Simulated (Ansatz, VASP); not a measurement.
# MnS: VASP beside Ansatz, part 2 of 2

Aim: how closely do two programs agree when they are given the same cell, functional and k mesh? The cell is taken from a series of VASP runs on this material, whose earlier steps may have relaxed, scaled or displaced it; both programs get it as it stands.

VASP 6.6.1 and Ansatz 0.2.0.

So far: Set-up; VASP: zone-centre phonons, revPBE.

**3. Ansatz: zone-centre phonons, revPBE**

Level of this step: Ansatz beside VASP: Kohn-Sham DFT, plane waves, revPBE (Ansatz).

Ansatz runs on its default PAW (the set named soft_2) files.

The same cell, functional, mesh and smearing now go to Ansatz, which takes its cutoff from its data sets.

input.yaml reads:

```yaml
crystal:
  lattice:
    - [0.0, 2.58578843, 2.58578843]
    - [2.58578843, 0.0, 2.58578843]
    - [2.58578843, 2.58578843, 0.0]
  atoms:
    - { symbol: Mn, position: [0.0, 0.0, 0.0], spin: 4.242 }
    - { symbol: S, position: [0.5, 0.5, 0.5], spin: 0.093 }
hamiltonian:
  xc: revpbe
  pseudopotentials: { kind: paw }
magnetization:
  spin_polarized: true
kpoints:
  mp_grid: { grid: [8, 8, 8] }
scf:
  occupations: { method: gaussian, width: 0.05 }
phonons:
  method: dfpt
  qpoints: [[0, 0, 0]]
```

Run with:

```console
> ansatz run input.yaml --threads 4 --pin off --max-ram 9216MiB --backend cpu --events-out ev --progress --plain --runs-dir out
```

Numbers of over 12 decimals in the logs are rounded to 6 here.

The program printed:

```text
Engine: ansatz 0.2.0, aarch64-unknown-linux-gnu
Pseudopotentials: kind: paw
Pseudopotential: Mn, paw, valence charge 15, recommended cutoff 420 eV (normal), Mn.paw.azcp
Pseudopotential: S, paw, valence charge 6, recommended cutoff 420 eV (normal), S.paw.azcp
Functional definition: revPBE
  parameter kappa = 1.245
  parameter beta = 0.066725
  exchange = pbe_x(kappa = kappa, mu = beta*pi^2/3)
  correlation = pbe_c(beta = beta)
Crystal: 2 atoms, lattice volume = 34.579 Å³
Basis set: ecut = 420 eV, 645 PW (Γ), exchange–correlation on 50×50×50 points (8 copies of the dense FFT grid, shifted against one another)
Bands: 17, of which v1, the nominal top of the filled ones, is band 11 counted from 1 (10 counted from 0)
Symmetry: 48 space group operations
Space group: Fm-3m (ITA 225), of the structure as read, at distance tolerance 3.3e-5 Å
Magnetic group: BNS 225.116 (UNI 1618), of the structure as read, at distance tolerance 3.3e-5 Å
k-points: 29 of 512
Non-local potential: Mn, projectors of the file, l = 0: 3, l = 1: 2, l = 2: 3, l = 3: 1
Non-local potential: S, projectors of the file, l = 0: 2, l = 1: 2, l = 2: 2
PAW form: soft (Blöchl's): semilocal exchange-correlation on the pseudo side does not see the compensation charge
PAW frozen core: Mn, regenerated for the run's functional, and the local potential with it (the file was generated under x = pbe(κ = 0.804, μ = 0.219515), c = pbe(β = 0.066725))
PAW frozen core: S, regenerated for the run's functional, and the local potential with it (the file was generated under x = pbe(κ = 0.804, μ = 0.219515), c = pbe(β = 0.066725))
PAW one-centre angular grid: Mn, 590 points (default); XC on 64 Gauss nodes
PAW one-centre angular grid: S, 110 points (default); XC on 64 Gauss nodes
Initial density: superposition of atomic densities (chi_scale 0.1, normalization cell, long waves kept (reshape's long-wave potential 0.00 eV rms))
Starting moments: Σ|m| = 4.335 μB on 2 of 2 sites
Initial wavefunctions: pseudopotential atomic-orbital guess
Functional: x = revpbe(κ = 1.245, μ = 0.219515), c = pbe(β = 0.066725)
SCF 1 converged in 10 iterations: F = -4807.771502 eV  dr2 = 4.85e-12
  greatest PAW one-centre occupation: 1.003 electrons in one spin orbital (limit 2), on the Mn atom at site 0 (counted from 0), in its partial waves of l = 1
a single point of the input's cell can leave the moments in the input for a lower state (scf.lower_state_search): this run first made a single point of its cell. This run's own SCFs start from the density of the state that the single point found, with the moments in the input. The single point stayed on the moments in the input.
k-points: 59 of 512 (irreducible under 8 space group operations, time reversal used)
Initial density: read from a saved state, or passed on in memory by an earlier SCF of this step, an earlier step, the calling program or the single point that the run made first
Stability of the state it starts from, as read at its close in the collinear treatment: not read negative (Ritz values of 1 − χ₀K, real part plus size of imaginary part, from 0.80 to 1.0, by its mixing steps under the symmetry group of the SCF that read it); its run was given moments
Starting moments: Σ|m| = 4.335 μB on 2 of 2 sites; this step starts from the density that it was given
iter 1 solved again at ethr=3.54e-8 eV; its pass at ethr=3.10e-3 eV (dr2=7.44e-6 eV) is discarded
SCF iter   1: F=—  HF=-4807.771502 eV  |F-HF|=—  |Δ(HF+E_count)|=         —  Δρ=1.57e-7 (↑1.57e-7 ↓1.19e-7)  dr2=4.24e-12  dr2_m=3.46e-12  M=4.673 μB ∫|m|=4.673 μB  β_m=0.65  ethr=3.54e-8  ⟨swp⟩=3.0  Hψ=15580  notcnv=0
eigensolver tolerance schedule: the retry pair's looser diagonalisation over-reported the residual by 1754859.79 of it (diagonalisation noise at an unbounded share of the residual, at the tolerance the schedule requests for it); recorded, not acted on — ethr = c·dr2/N_el stays at c = 1.0e-1
preconditioner: auto → none  [insulator: Δε(μ)=0.105 eV  Ē_g=9.757 eV  σ=0.050 eV  W_gap=0.64  n_scr=14 (ndim 8)  ℏωp=22.8 eV  f_vac=0.000  D(μ)=0.57/eV (n_scr^D=0)  ε∞_Penn≈6.4]
SCF iter   2: F=—  HF=-4807.771502 eV  |F-HF|=—  |Δ(HF+E_count)|=   2.64e-7  Δρ=3.04e-7 (↑3.04e-7 ↓8.95e-8)  dr2=3.23e-11  dr2_m=5.74e-12  M=4.673 μB ∫|m|=4.673 μB  β_m=0.30  ethr=1.00e-12  ⟨swp⟩=2.7  Hψ=3679  notcnv=0
SCF iter   3: F=—  HF=-4807.771502 eV  |F-HF|=—  |Δ(HF+E_count)|=  1.36e-11  Δρ=1.37e-7 (↑1.37e-7 ↓7.05e-8)  dr2=3.91e-12  dr2_m=2.42e-12  M=4.673 μB ∫|m|=4.673 μB  β_m=0.65  ethr=1.00e-12  ⟨swp⟩=1.0  Hψ=2006  notcnv=0
SCF iter   4: F=-4807.771502 eV  HF=-4807.771502 eV  |F-HF|=6.37e-12  |Δ(HF+E_count)|=  4.55e-12  Δρ=1.03e-7 (↑1.03e-7 ↓3.84e-8)  dr2=5.70e-12  dr2_m=3.78e-13  M=4.673 μB ∫|m|=4.673 μB  ethr=1.00e-12  ⟨swp⟩=3.7  Hψ=7492  notcnv=0
SCF 2 converged in 4 iterations: F = -4807.771502 eV  dr2 = 5.70e-12
DFPT response loops at Γ: preconditioner auto → Kerker (q_TF=auto, 2.511 Å⁻¹) (partly filled bands, converged f_vac=0.000); β = 1.00, the filter's whole step (`scf.mixing.beta` (0.30) is not read by the response loops under this deck's `scf.mixing.preconditioner`; to damp them name `kerker` or `kerker_dos`, under which they read `scf.mixing.beta`, and type it under 1.00, their step now; both keys bind the ground state too); Broyden in place of MSR1
SCF converged after 4 iterations
Magnetization: 4.6734 μB (12.8367 up, 8.1633 down)
Absolute magnetization: 4.6734 μB (∫|ρ↑−ρ↓|, with the PAW one-centre terms)
Spin contamination: 0.0344 ħ² per cell (⟨S²⟩ above its minimum at these occupations)
Per-site moments (μB) at R_I (Å): [(4.185602, 1.066637727375), (0.134307, 1.066637727375)]
Free energy (F): -4807.771502 eV
Harris-Foulkes:  -4807.771502 eV  (|F-HF|=6.37e-12)
Internal energy: -4807.770793 eV  (E = F + TS)
E sigma→0 (E₀):  -4807.771148 eV
Entropy (-TS):   -0.000709 eV (-0.355 meV/atom)
Fermi energy:    10.816246 eV
--- Per-component energies (eV) ---
  E_band       = -290.311610
  E_kinetic    = 406.309149
  E_local      = -2433.260839  (includes V_loc(G=0)·N_el)
  E_nonlocal   = 280.010314
  E_hartree    = 1000.033703
  E_xc         = -208.489617
  E_vxc        = -229.391130  (∫ρ·V_xc dr)
  E_paw        = -1913.265550  (= ΣΔE_a)
  E_vpaw       = -314.046383  (= ΣTr[D̂ρ^β])
  E_aug_tail   = -0.000007  (compensation charges beyond the density's cutoff)
  E_ewald      = -1939.044901
  E_core_change = -0.063046  (= ΣΔE_core)
  E_smearing   = -0.000709  (= −TS)
  E_closure    = -0.000000  (closes the sum)
  Σ components = -4807.771502   (vs F -4807.771502, Δ=0.00e0)
--- Band table (eV; the first three rows and the last of 118) ---
  k-point 0 ↑: bands = [... 7 lower, 7.3234, 7.4235, 7.4235, 8.8128, 8.8128, 8.8128, 12.6363, 19.2620, ... 2 higher]
  k-point 1 ↑: bands = [... 7 lower, 6.9679, 7.4109, 7.4109, 8.2770, 9.3340, 9.3340, 13.5541, 18.1992, ... 2 higher]
  k-point 2 ↑: bands = [... 7 lower, 6.3441, 7.5906, 7.5906, 8.0912, 10.1785, 10.1785, 14.4084, 17.7492, ... 2 higher]
  k-point 58 ↓: bands = [... 7 lower, 6.4882, 11.7989, 11.7989, 12.0113, 12.3009, 12.3499, 16.5980, 18.5552, ... 2 higher]
--- Phonons (Γ-DFPT): 2 representative perturbations + reference, on 59 of 512 k-points (Σ response iterations 6) ---
  k mesh reduced under 8 symmetry operations, with k and −k counted as one. Each operation leaves every solved perturbation unchanged. A smaller set is not used because it would not reduce the number of displacements times k-points to solve
  ASR residual: 6.745e-5 → 0.000e0 eV/Å²; symmetrization residual: 2.006e-6 eV/Å²
  ASR residual per site (eV/Å²): 6.75e-5 5.37e-5
  Γ frequencies (cm⁻¹): 0.00 0.00 0.00 199.24 199.24 199.24
  non-analytic LO–TO correction: not included (Born effective charges unavailable; polar crystals: no LO–TO splitting at Γ)
--- Phonons (arbitrary-q DFPT): 1 explicit q-point ---
  q = [0, 0, 0] (of the zone-centre solve; hermiticity 1.36e-6, symmetrization 6.29e-13): -0.00 0.00 0.00 199.24 199.24 199.24
  sum rule: each row above includes the acoustic sum rule's correction from the zone centre's row sums; it moved no ω² by more than (0.68 cm⁻¹)²
```

The job ended after 6.3 s (4 threads of Arm Neoverse V2, shared host; peak memory 0.49 GiB).

**4. Differences**

Known differences besides the potentials themselves: the data sets hold 21 valence electrons in Ansatz (default PAW (the set named soft_2) files) and 19 in VASP; the cutoff is 420 eV in Ansatz and 400 eV in VASP; Ansatz makes its cores anew for this functional, VASP keeps those of its PBE data sets; VASP leaves aspherical gradient terms in its spheres out (LASPH is not set), Ansatz keeps them; site moments are counted in spheres of each program's own size. Total energies have different zeros and are not compared.

Compared:

```csv
quantity,Ansatz,VASP,difference
total moment (μB),4.67,4.67,0.00
moment on Mn1 (μB),4.19,4.24,-0.06
moment on S2 (μB),0.13,0.09,+0.04
optical mode 1 to 3 (cm⁻¹),199.2,202.0,-1.38 %
```

Modes are paired by rising frequency and degeneracy, not by their patterns, so a pair may still set unlike modes beside each other.

**5. Results**

| Property | Result |
| --- | --- |
| r.m.s. difference of the optical zone-centre modes, each program's sorted by frequency (zone-centre phonons, revPBE) | 2.8 cm⁻¹ |
| difference in optical mode 1 to 3 (zone-centre phonons, revPBE) | -1.4 % |

The r.m.s. difference of the optical zone-centre modes, each program's sorted by frequency is 2.8 cm⁻¹ (zone-centre phonons, revPBE). Among the rows given in per cent, the largest difference of the zone-centre phonons, revPBE pair is in optical mode 1 to 3, -1.4 %. How closely two codes agree says nothing of how well the functional describes the real material.

[Lines on the potential files, build, host, timing and source positions are cut from VASP's logs without a mark.]

[Logs are printed without paths, hosts, clocks, repeated set-up lines and the standing remarks that a program may print on its own settings, such as how far it seeks lower states.]

[Hosts, paths, dates, database ids (printed as entryN), source tags and the programs' standing remarks are cut or masked in the printed files.]
